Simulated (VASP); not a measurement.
Input:

```yaml
crystal:
  lattice:
    - [0.00000, 2.79839, 2.79839]
    - [2.79839, 0.00000, 2.79839]
    - [2.79839, 2.79839, 0.00000]
  atoms:
    - { symbol: Li, position: [0.00000, 0.00000, 0.00000] }
    - { symbol: Br, position: [0.50000, 0.50000, 0.50000] }
```

These are vdW-DF2, VASP's PBE PAW potentials (set 64) (plane waves; VASP) values and carry that method's errors. Run with 520 eV cut-off, Gaussian smearing of 0.050 eV, potentials Li_sv Br.

Task: Give the energies of bands 3 to 8 at the high-symmetry points, in eV from the valence-band maximum.

Result: 
| band | Γ | X | U | L | W |
|---|---|---|---|---|---|
| 3 | -0.01 | -2.62 | -2.26 | -2.64 | -1.94 |
| 4 | -0.01 | -1.04 | -1.68 | -0.24 | -1.94 |
| 5 | -0.01 | -1.04 | -0.78 | -0.24 | -1.04 |
| 6 | 4.76 | 6.16 | 6.61 | 5.66 | 7.83 |
| 7 | 10.52 | 7.35 | 8.69 | 8.04 | 8.39 |
| 8 | 10.52 | 11.26 | 10.04 | 8.04 | 9.41 |

The gap is indirect, 4.76 eV, from the valence maximum at K-Γ at 0.79 to the conduction minimum at Γ.

Measured: gap 7.60 eV (computed value off by -2.84 eV), as given by Abedi et al., (2022), arXiv:2211.14644.

The compound is LiBr in the rock salt structure. It was relaxed first, which changed the volume by +5 %.
